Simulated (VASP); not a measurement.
Method: LDA (Ceperley-Alder, Perdew-Zunger), VASP's LDA PAW potentials (set 64) (plane waves; VASP 6.6.1).

Input for VASP

INCAR:
```
ALGO = Normal
EDIFF = 1E-6
ENCUT = 300
ISIF = 2
ISMEAR = -1
LASPH = .TRUE.
LCHARG = .FALSE.
LMAXMIX = 4
LREAL = .FALSE.
LWAVE = .FALSE.
NELM = 100
PREC = Accurate
SIGMA = 0.136
SYSTEM = VAs
```

### KPOINTS
```
Regular mesh
0
G
 3 5 3
```

**POSCAR**
```
VAs
1
    5.7264050000     0.0000000000     0.0000000000
    0.0000000000     3.2944760000     0.0000000000
    0.0000000000     0.0000000000     6.0645440000
V As
4 4
Direct
  0.0053500000   0.2500000000   0.8189000000
  0.9946500000   0.7500000000   0.1811000000
  0.4946500000   0.7500000000   0.3189000000
  0.5053500000   0.2500000000   0.6811000000
  0.1940500000   0.2500000000   0.4229600000
  0.8059500000   0.7500000000   0.5770400000
  0.3059500000   0.7500000000   0.9229600000
  0.6940500000   0.2500000000   0.0770400000
```

POTCAR, in this order: V_sv As (LDA.64 set). Program: vasp_std.

Output of the run:

OUTCAR:
```
 ion  position               nearest neighbor table
   1  0.005  0.250  0.819-   8 2.37   7 2.46   7 2.46   6 2.48   6 2.48   5 2.63   2 2.75   2 2.75
  LATTYP: Found a simple orthorhombic cell.
 ALAT       =     3.2944760000
 B/A-ratio  =     1.7381838569
 C/A-ratio  =     1.8408220306
 Subroutine PRICEL returns:
 Original cell was already a primitive cell.
 Subroutine GETGRP returns: Found  8 space group operations
The static configuration has the point symmetry S_2 .
 The point group associated with its full space group is D_2h.
The dynamic configuration has the point symmetry S_2 .
 Subroutine INISYM returns: Found  8 space group operations
 Subroutine IBZKPT returns following result:
 Found     12 irreducible k-points:

 Following reciprocal coordinates:
            Coordinates               Weight
  0.000000  0.000000  0.000000      1.000000
  0.333333  0.000000  0.000000      2.000000
  0.000000  0.200000  0.000000      2.000000
  0.333333  0.200000  0.000000      4.000000
  0.000000  0.400000  0.000000      2.000000
  0.333333  0.400000  0.000000      4.000000
  0.000000  0.000000  0.333333      2.000000
  0.333333  0.000000  0.333333      4.000000
  0.000000  0.200000  0.333333      4.000000
  0.333333  0.200000  0.333333      8.000000
  0.000000  0.400000  0.333333      4.000000
  0.333333  0.400000  0.333333      8.000000
   k-points           NKPTS =     12   k-points in BZ     NKDIM =     12   number of bands    NBANDS=     43
   number of dos      NEDOS =    301   number of ions     NIONS =      8
   total plane-waves  NPLWV =  23040
   dimension x,y,z NGX =    32 NGY =   20 NGZ =   36
   dimension x,y,z NGXF=    64 NGYF=   40 NGZF=   72
   ions per type =               4   4
   PREC   = accura    normal or accurate (medium, high low for compatibility)
   ISTART =      0    job   : 0-new  1-cont  2-samecut
   ICHARG =      2    charge: 1-file 2-atom 10-const
   ISPIN  =      1    spin polarized calculation?
...
```

File OSZICAR:
```
       N       E                     dE             d eps       ncg     rms          rms(c)
DAV:   1     0.716457536216E+03    0.71646E+03   -0.31437E+04  1208   0.119E+03
DAV:   2    -0.688518185933E+01   -0.72334E+03   -0.70977E+03  1125   0.448E+02
DAV:   3    -0.710547378381E+02   -0.64170E+02   -0.62663E+02  1394   0.116E+02
DAV:   4    -0.735611690693E+02   -0.25064E+01   -0.24853E+01  1248   0.207E+01
DAV:   5    -0.736051655994E+02   -0.43997E-01   -0.43874E-01  1312   0.285E+00    0.421E+01
DAV:   6    -0.686516275357E+02    0.49535E+01   -0.10990E+02  1338   0.573E+01    0.117E+01
DAV:   7    -0.663938297402E+02    0.22578E+01   -0.32914E+01  1279   0.318E+01    0.108E+01
DAV:   8    -0.660383968239E+02    0.35543E+00   -0.27188E+00  1218   0.903E+00    0.120E+00
DAV:   9    -0.660398696165E+02   -0.14728E-02   -0.10402E-01  1343   0.134E+00    0.504E-01
DAV:  10    -0.660380691572E+02    0.18005E-02   -0.16570E-02  1255   0.867E-01    0.228E-01
DAV:  11    -0.660377482126E+02    0.32094E-03   -0.24137E-03  1277   0.258E-01    0.435E-02
DAV:  12    -0.660377543550E+02   -0.61424E-05   -0.10339E-04  1301   0.479E-02    0.134E-02
DAV:  13    -0.660377531265E+02    0.12285E-05   -0.85816E-06  1125   0.187E-02    0.612E-03
DAV:  14    -0.660377530173E+02    0.10920E-06   -0.10970E-06   714   0.546E-03
   1 F= -.66037753E+02 E0= -.65879912E+02  d E =-.315682E+00
```

**OUTCAR**
```
------------------------ aborting loop because EDIFF is reached ----------------------------------------
  FORCE on cell =-STRESS in cart. coord.  units (eV):
  Direction    XX          YY          ZZ          XY          YZ          ZX
  --------------------------------------------------------------------------------------
  Total        2.4552145      0.2369417      2.7402618      0.0000000      0.0000000      0.0000000
  in kB       34.3821844      3.3180693     38.3739130      0.0000000      0.0000000      0.0000000
  external PRESSURE =      25.3580556 kB  Pullay stress =       0.0000000 kB
  volume of cell :      114.41
      direct lattice vectors                 reciprocal lattice vectors
     5.726405000  0.000000000  0.000000000     0.174629632  0.000000000  0.000000000
     0.000000000  3.294476000  0.000000000     0.000000000  0.303538408  0.000000000
     0.000000000  0.000000000  6.064544000     0.000000000  0.000000000  0.164892859
 POSITION                                       TOTAL-FORCE (eV/Angst)
 -----------------------------------------------------------------------------------
      0.03064      0.82362      4.96626         0.129741     -0.000000     -0.270576
      5.69577      2.47086      1.09829        -0.129741      0.000000      0.270576
      2.83257      2.47086      1.93398        -0.129741     -0.000000     -0.270576
      2.89384      0.82362      4.13056         0.129741     -0.000000      0.270576
      1.11121      0.82362      2.56506        -0.197229     -0.000000      0.072799
      4.61520      2.47086      3.49948         0.197229      0.000000     -0.072799
      1.75199      2.47086      5.59733         0.197229     -0.000000      0.072799
      3.97441      0.82362      0.46721        -0.197229     -0.000000     -0.072799
 -----------------------------------------------------------------------------------
    total drift:                                0.000000     -0.000000      0.000000
  FREE ENERGIE OF THE ION-ELECTRON SYSTEM (eV)
  ---------------------------------------------------
  free  energy   TOTEN  =       -66.0377530173 eV

  energy  without entropy=      -65.7220707863  energy(sigma->0) =      -65.87991190
```
(Selected blocks of OUTCAR.)

At this cut-off the stress carries a Pulay error, which pulls relaxed volumes low.

The structure comes from a computed database's VAs entry; how it stands against other phases isn't given here. The cell was not relaxed at this level, and its volume differs by -5.9 % from the start's. The k-mesh is coarse (spacing up to 0.38 per Å, 2π included), so the numbers may not be converged in it. The run is not spin-polarised, so no magnetic state was tried.
